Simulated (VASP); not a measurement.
# MgTi3O4 (P-3m1) in VASP: further runs

The runs below take MgTi3O4 through relaxation of cell and atoms, with PBE.

All numbers are computed with VASP 6.6.1; they aren't measurements. Logs are shortened: lines on timing, memory, paths and dates and some standing lists are left out, and cuts for length are marked.

**1. The crystal as given**

The structure is trigonal, space group P-3m1 (No. 164). Conventional cell: a = 3.050 Å, b = 3.050 Å, c = 11.300 Å, α = 90.00°, β = 90.00°, γ = 120.00°. Mg (site symmetry -3m) is surrounded by 6 O at 2.26 Å. Ti (site symmetry -3m) has 6 O at 2.26 Å as nearest neighbours. Ti (site symmetry 3m) has 6 O at 2.26 Å as nearest neighbours. Around O (site symmetry 3m) lie 6 Ti at 2.26 Å. O (site symmetry 3m) has 3 Mg at 2.26 Å and 3 Ti at 2.26 Å as nearest neighbours.

The cell was built by a generator and needn't be a form met in nature.

**2. Relaxation of cell and atoms, PBE**

INCAR reads:

```
PREC     = Normal         # precision mode
ENCUT    = 520            # plane-wave cutoff, eV
EDIFF    = 1E-4           # SCF threshold, eV
ISMEAR   = 0              # smearing method
SIGMA    = 0.15           # smearing width, eV
LREAL    = F              # projectors in reciprocal space
LASPH    = T              # aspherical terms in the spheres
NELM     = 60             # most SCF steps
ALGO     = Fast           # electronic algorithm
ISIF     = 3              # what is computed and relaxed
LWAVE    = F              # write WAVECAR
LCHARG   = F              # write CHGCAR
GGA      = PE             # functional
IBRION   = 2              # ionic algorithm
NSW      = 24             # ionic steps
EDIFFG   = -0.08          # ionic threshold
```

KPOINTS reads:

```
Automatic mesh
0
Gamma
  5 5 2
```

POSCAR reads:

```
MgTi3O4
1.0
    3.0500000000      0.0000000000      0.0000000000
   -1.5250000000      2.6413774800      0.0000000000
    0.0000000000      0.0000000000     11.3000000000
Mg Ti O
1 3 4
Direct
    0.0000000000      0.0000000000      0.0000000000
    0.0000000000      0.0000000000      0.5000000000
    0.0000000000      0.0000000000      0.7500000000
    0.0000000000      0.0000000000      0.2500000000
    0.3333333300      0.6666666700      0.6250000000
    0.6666666700      0.3333333300      0.8750000000
    0.3333333300      0.6666666700      0.1250000000
    0.6666666700      0.3333333300      0.3750000000
```

Potentials or basis: VASP PAW PBE potentials, release 64 (Mg, Ti_sv, O).

Launch:

```
$ cat potpaw_PBE.64/Mg/POTCAR potpaw_PBE.64/Ti_sv/POTCAR potpaw_PBE.64/O/POTCAR > POTCAR
$ mpirun -np 1 vasp_std > vasp.out
```

OUTCAR:

```text
PREC = Normal
   ENCUT = 520
   EDIFF = 1E-4
   ISMEAR = 0
   LREAL = F
   LASPH = T
   NELM = 60
   ISIF = 3
   GGA = PE
   IBRION = 2
   NSW = 24
   EDIFFG = -0.08

 ion  position               nearest neighbor table
   1  0.000  0.000  0.000-   6 2.26   7 2.26   7 2.26   6 2.26   6 2.26   7 2.26   3 2.83   4 2.83

   2  0.000  0.000  0.500-   5 2.26   8 2.26   5 2.26   8 2.26   8 2.26   5 2.26   3 2.83   4 2.83

   3  0.000  0.000  0.750-   5 2.26   6 2.26   5 2.26   6 2.26   6 2.26   5 2.26   1 2.83   2 2.83

   4  0.000  0.000  0.250-   7 2.26   8 2.26   7 2.26   8 2.26   8 2.26   7 2.26   1 2.83   2 2.83

   5  0.333  0.667  0.625-   2 2.26   3 2.26   2 2.26   3 2.26   2 2.26   3 2.26
   6  0.667  0.333  0.875-   1 2.26   3 2.26   1 2.26   3 2.26   1 2.26   3 2.26
   7  0.333  0.667  0.125-   1 2.26   4 2.26   1 2.26   4 2.26   1 2.26   4 2.26
   8  0.667  0.333  0.375-   2 2.26   4 2.26   2 2.26   4 2.26   2 2.26   4 2.26

  LATTYP: Found a hexagonal cell.
 ALAT       =     3.0500000000
 C/A-ratio  =     3.7049180328

  Lattice vectors:

 A1 = (   3.0500000000,   0.0000000000,   0.0000000000)
 A2 = (  -1.5250000000,   2.6413774800,   0.0000000000)
 A3 = (   0.0000000000,   0.0000000000,  11.3000000000)

Analysis of symmetry for initial positions (statically):
=====================================================================
 Subroutine PRICEL returns:
 Original cell was already a primitive cell.

 Routine SETGRP: Setting up the symmetry group for a
 hexagonal supercell.

 Subroutine GETGRP returns: Found 12 space group operations
 (whereof 12 operations were pure point group operations)
 out of a pool of 24 trial point group operations.

The static configuration has the point symmetry D_3d.

Analysis of symmetry for dynamics (positions and initial velocities):
=====================================================================
 Subroutine PRICEL returns:
 Original cell was already a primitive cell.

 Routine SETGRP: Setting up the symmetry group for a
 hexagonal supercell.

 Subroutine GETGRP returns: Found 12 space group operations
 (whereof 12 operations were pure point group operations)
 out of a pool of 24 trial point group operations.

The dynamic configuration has the point symmetry D_3d.

 Subroutine INISYM returns: Found 12 space group operations
 (whereof 12 operations are pure point group operations),
 and found     1 'primitive' translations

----------------------------------------------------------------------------------------

                                     Primitive cell

  volume of cell :      91.0351
[... 105 lines left out ...]
     AMIX     =   0.40;   BMIX     =  1.00
     AMIX_MAG =   1.60;   BMIX_MAG =  1.00
  volume/ion in A,a.u.               =      11.38        76.79
  Fermi-wavevector in a.u.,A,eV,Ry     =   1.440354  2.721874 28.226901  2.074619
  Thomas-Fermi vector in A             =   2.559107
   LORBIT       =      0    0 simple, 1 ext, 2 COOP (PROOUT), +10 PAW based schemes
   GGA     = PE    functional components
   LHFCALC =     F    Hartree Fock is set to
   AEXX    =    0.0000 exact exchange contribution
   IVDW    =     0    specifies the selected vdW correction
   LEPSILON=     F    determine dielectric tensor
   LRPA    =     F    only Hartree local field effects (RPA)
 conjugate gradient relaxation of ions
 non-spin polarized calculation
 RMM-DIIS sequential band-by-band and
 Gauss-broadening in eV      SIGMA  =   0.15
  energy-cutoff  :      520.00
  volume of cell :       91.04
 maximum number of plane-waves:      2490
   NGX = 11   NGY = 11   NGZ = 43

--------------------------------------- Ionic step        1  -------------------------------------------

 number of electron      61.9999971 magnetization

 Free energy of the ion-electron system (eV)
  ---------------------------------------------------
  ext. energy  EPLUGINS =         0.00000000
  ---------------------------------------------------
  free energy    TOTEN  =       -62.55375800 eV

  energy without entropy =      -62.47644185  energy(sigma->0) =      -62.51509993

------------------------ aborting loop because EDIFF is reached ----------------------------------------

  FORCE on cell =-STRESS in cart. coord.  units (eV):
  Direction    XX          YY          ZZ          XY          YZ          ZX
  --------------------------------------------------------------------------------------
  -------------------------------------------------------------------------------------
  Total      -13.3895859    -13.3895858     -7.3282920      0.0000000      0.0000000      0.0000000
  in kB     -235.6508296   -235.6508293   -128.9747198      0.0000000      0.0000000      0.0000000
  external PRESSURE =    -200.0921262 kB  Pullay stress =       0.0000000 kB
[... 107 lines left out ...]
  FREE ENERGIE OF THE ION-ELECTRON SYSTEM (eV)
  ---------------------------------------------------
  free  energy   TOTEN  =       -63.6278633973 eV

  energy  without entropy=      -63.5814900996  energy(sigma->0) =      -63.60467675

 E-fermi :  10.0029     XC(G=0): -12.3614

 val. band max:        9.9841283812   @ k =   0.2000   0.0000   0.5000
 cond. band min:      10.0209826323   @ k =   0.2000   0.2000   0.0000
 fundamental gap:      0.0368542511
 Fermi energy:        10.0028882732

 k-point     1 :       0.0000    0.0000    0.0000
  band No.  band energies     occupation
      1     -47.4015      2.00000
      2     -47.3895      2.00000
      3     -47.3264      2.00000
      4     -24.1044      2.00000
      5     -23.8523      2.00000
      6     -23.5776      2.00000
[... 389 lines left out ...]
     36      12.2880      0.00000
     37      12.4488      0.00000

[... ionic steps 4 to 7 ...]

--------------------------------------- Ionic step        8  -------------------------------------------

 number of electron      62.0000015 magnetization

------------------------ aborting loop because EDIFF is reached ----------------------------------------
[... 79 lines left out ...]
--------------------------------------- Ionic step       10  -------------------------------------------

 number of electron      62.0000012 magnetization

 Free energy of the ion-electron system (eV)
  ---------------------------------------------------
  ext. energy  EPLUGINS =         0.00000000
  ---------------------------------------------------
  free energy    TOTEN  =       -63.83617532 eV

  energy without entropy =      -63.78977113  energy(sigma->0) =      -63.81297322

 E-fermi :   9.9335     XC(G=0): -12.3466

 val. band max:        9.9023226506   @ k =   0.2000   0.0000   0.5000
 cond. band min:       9.9343305139   @ k =   0.2000   0.2000   0.0000
 fundamental gap:      0.0320078634
 Fermi energy:         9.9334909335

 k-point     1 :       0.0000    0.0000    0.0000
  band No.  band energies     occupation
      1     -47.4646      2.00000
      2     -47.4493      2.00000
      3     -47.4168      2.00000
      4     -24.1295      2.00000
      5     -23.9077      2.00000
      6     -23.6790      2.00000
[... 424 lines left out ...]
  FREE ENERGIE OF THE ION-ELECTRON SYSTEM (eV)
  ---------------------------------------------------
  free  energy   TOTEN  =       -63.8361753228 eV

  energy  without entropy=      -63.7897711251  energy(sigma->0) =      -63.81297322

 reached required accuracy - stopping structural energy minimisation
```

Wall time 3 min (1 thread of Intel Xeon Platinum 8488C (Sapphire Rapids), shared host); peak memory 0.17 GiB.

What came out:

```yaml
Free_energy: -63.8362 eV
Relaxed_volume: 9.72 Å³/atom
Relaxed_cell: a = 2.834 Å, b = 2.834 Å, c = 11.185 Å, α = 90.00°, β = 90.00°, γ = 120.00°
Space_group_after_relaxing_to_0.05_Å: P-3m1 (No. 164)
Energy_gained_by_relaxing: 160.3 meV/atom
Ionic_steps: 10
Pressure_after_relaxing: 0.1 GPa
Largest_force_after_relaxing: 0.041 eV/Å
Band_gap_on_the_k_mesh: none (metal or under the smearing width)
```

Forces in eV/Å, atoms in the order of the input:
```
Mg   0.000  0.000  0.000
Ti   0.000  0.000  0.000
Ti   0.000  0.000  0.030
Ti   0.000  0.000 -0.030
O    0.000  0.000  0.041
O    0.000  0.000 -0.040
O    0.000  0.000  0.040
O    0.000  0.000 -0.041
```

Stress tensor (GPa, compression positive):
```
0.05 0.00 0.00
0.00 0.05 0.00
0.00 0.00 0.31
```

Step by step:
| step | energy change (eV) | largest force (eV/Å) | pressure (GPa) | volume (Å³) |
| --- | --- | --- | --- | --- |
| 1 | 0.0000 | 0.9700 | -20.01 | 91.04 |
| 2 | -0.9102 | 1.0813 | 15.51 | 73.53 |
| 3 | -1.0741 | 1.1365 | 2.06 | 77.76 |
| 4 | -1.2348 | 0.6939 | 1.56 | 77.53 |
| 5 | -1.2367 | 0.7181 | 1.22 | 77.50 |
| 6 | -1.2722 | 0.1725 | -0.97 | 78.27 |
| 7 | -1.2731 | 0.1906 | -1.40 | 78.41 |
| 8 | -1.2804 | 0.1306 | 0.39 | 77.66 |
| 9 | -1.2808 | 0.1255 | 0.30 | 77.72 |
| 10 | -1.2824 | 0.0409 | 0.14 | 77.79 |

Final structure:
```
CELL_PARAMETERS angstrom
2.83395 0.00000 0.00000
-1.41698 2.45428 0.00000
0.00000 0.00000 11.18476
ATOMIC_POSITIONS crystal
Mg 0.00000 0.00000 0.00000
Ti 0.00000 0.00000 0.50000
Ti 0.00000 0.00000 0.75475
Ti 0.00000 0.00000 0.24525
O 0.33333 0.66667 0.62582
O 0.66667 0.33333 0.88680
O 0.33333 0.66667 0.11320
O 0.66667 0.33333 0.37418
```

Levels at points of the mesh, in eV from the Fermi level:
```tsv
k point	band 29	band 30	band 31	band 32	band 33	band 34
(0.00, 0.00, 0.00)	-2.15	-0.63	0.50	0.50	0.58	0.72
(0.00, 0.00, 0.50)	-1.83	-0.93	0.52	0.52	0.69	0.72
```

Caveat: the k mesh is coarse (spacing up to 0.48 Å⁻¹), so the values aren't converged; semilocal functionals often make such compounds metallic where correlation or magnetic order opens a gap, which also shifts bond lengths; the relaxation stopped at a loose force limit of 0.08 eV/Å, so its end isn't a converged minimum.

**3. Relaxation of cell and atoms, PBE**

This run uses another cell than the first one, of 9.89 Å³/atom, 0.869 times its volume.

INCAR is that of step 2.

KPOINTS reads:

```
Automatic mesh
0
Gamma
  3 3 5
```

POSCAR reads:

```
MgTi3O4
1.0
    3.0247347200     -4.2931297800      0.0000000000
    3.0247347200      4.2931297800      0.0000000000
    0.0000000000      0.0000000000      3.0472891700
Mg Ti O
1 3 4
Direct
    0.0000000000      0.0000000000      0.0000000000
    0.5000000000      0.5000000000      0.0000000000
    0.5000000000      0.0000000000      0.5000000000
    0.0000000000      0.5000000000      0.5000000000
    0.2525974100      0.7474025900      0.0000000000
    0.2527053400      0.2527053400      0.5000000000
    0.7472946600      0.7472946600      0.5000000000
    0.7474025900      0.2525974100      0.0000000000
```

Potentials or basis: VASP PAW PBE potentials, release 64 (Mg, Ti_sv, O).

Launch:

```
$ cat potpaw_PBE.64/Mg/POTCAR potpaw_PBE.64/Ti_sv/POTCAR potpaw_PBE.64/O/POTCAR > POTCAR
$ mpirun -np 1 vasp_std > vasp.out
```

Run time: 3 min. Hardware: 1 thread of Intel Xeon Platinum 8488C (Sapphire Rapids), shared host; peak memory 0.16 GiB.

The run converged. Its results:

```yaml
Free_energy: -63.8524 eV
Relaxed_volume: 9.74 Å³/atom
Relaxed_cell: a = 5.297 Å, b = 5.297 Å, c = 2.909 Å, α = 90.00°, β = 90.00°, γ = 107.38°
Space_group_after_relaxing_to_0.05_Å: Cmmm (No. 65)
Energy_gained_by_relaxing: 68.2 meV/atom
Ionic_steps: 8
Pressure_after_relaxing: 0.1 GPa
Largest_force_after_relaxing: 0.027 eV/Å
Band_gap_on_the_k_mesh: none (metal or under the smearing width)
```

Forces on the atoms (eV/Å):
```
Mg   0.000  0.000  0.000
Ti   0.000  0.000  0.000
Ti   0.000  0.000  0.000
Ti   0.000  0.000  0.000
O    0.000 -0.027  0.000
O   -0.009  0.000  0.000
O    0.009  0.000  0.000
O    0.000  0.027  0.000
```

Stress tensor (GPa, compression positive):
```
 0.05  0.00  0.00
 0.00  0.16  0.00
 0.00  0.00 -0.01
```

Step by step:
```csv
step,energy change (eV),largest force (eV/Å),pressure (GPa),volume (Å³)
1,0.0000,1.7473,-0.14,79.14
2,-0.3881,0.7944,-1.93,79.04
3,-0.4879,0.0786,-2.24,78.95
4,-0.5242,0.1397,2.28,77.13
5,-0.5247,0.1341,1.87,77.25
6,-0.5426,0.0868,-0.06,77.99
7,-0.5434,0.0909,-0.41,78.14
8,-0.5457,0.0273,0.07,77.92
```

Final structure:
```cif
data_structure
_symmetry_space_group_name_H-M 'P 1'
_symmetry_Int_Tables_number 1
_cell_length_a 5.2975
_cell_length_b 5.2975
_cell_length_c 2.9094
_cell_angle_alpha 90.000
_cell_angle_beta 90.000
_cell_angle_gamma 107.379
_cell_volume 77.92
loop_
_atom_site_label
_atom_site_type_symbol
_atom_site_fract_x
_atom_site_fract_y
_atom_site_fract_z
_atom_site_occupancy
Mg1 Mg 0.00000 0.00000 0.00000 1
Ti1 Ti 0.50000 0.50000 0.00000 1
Ti2 Ti 0.50000 0.00000 0.50000 1
Ti3 Ti 0.00000 0.50000 0.50000 1
O1 O 0.23840 0.76160 0.00000 1
O2 O 0.22935 0.22935 0.50000 1
O3 O 0.77065 0.77065 0.50000 1
O4 O 0.76160 0.23840 0.00000 1
```

Levels at points of the mesh, in eV from the Fermi level:
| k point | band 28 | band 29 | band 30 | band 31 | band 32 | band 33 | band 34 | band 35 |
| --- | --- | --- | --- | --- | --- | --- | --- | --- |
| (0.00, 0.00, 0.00) | -4.85 | -2.77 | -0.84 | -0.62 | 0.03 | 0.55 | 0.66 | 0.83 |

Caveat: the k mesh is coarse (spacing up to 0.42 Å⁻¹), so the values aren't converged; semilocal functionals often make such compounds metallic where correlation or magnetic order opens a gap, which also shifts bond lengths; the relaxation stopped at a loose force limit of 0.08 eV/Å, so its end isn't a converged minimum.
